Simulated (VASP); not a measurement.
Computed with AM05 GGA, VASP's PBE PAW potentials (set 64) (plane waves; VASP 6.6.1).

Input for VASP

File KPOINTS:
```
Automatic mesh
0
Gamma
8 8 8
0 0 0
```

### INCAR
```
SIGMA = 0.1
LWAVE = .FALSE.
LASPH = .TRUE.   ! aspherical one-centre terms
ENCUT = 520   ! plane-wave cut-off (eV)
EDIFFG = -0.01   ! ionic stop
NELM = 100   ! most electronic steps
LCHARG = .FALSE.
ISMEAR = 1   ! Methfessel-Paxton
GGA = AM   ! AM05
ISIF = 3   ! ions, shape and volume
LMAXMIX = 4
EDIFF = 1E-6   ! SCF stop (eV)
NSW = 60   ! most ionic steps
SYSTEM = Rb
LREAL = .FALSE.
ALGO = Normal   ! blocked Davidson
IBRION = 2
PREC = Accurate
```

POSCAR:
```
Rb
1.0
 -2.8250000000   2.8250000000   2.8250000000
  2.8250000000  -2.8250000000   2.8250000000
  2.8250000000   2.8250000000  -2.8250000000
Rb
1
Direct
  0.0000000000   0.0000000000   0.0000000000
```

POTCAR, in this order: Rb_sv (PBE.64 set). Program: vasp_std.

### Question
What will the output report for the number of irreducible k-points (NKPTS), largest plane-wave count, number of space-group operations, FFT grid (NGX, NGY, NGZ)?

### Answer

```yaml
number of irreducible k-points (NKPTS): 29
largest_plane_wave_count: 2491
number_of_space_group_operations: 48
FFT grid (NGX, NGY, NGZ): 36 × 36 × 36
```

The compound is Rb in the bcc structure. This run relaxes it. Symmetry was kept, so distortions that lower it aren't found.
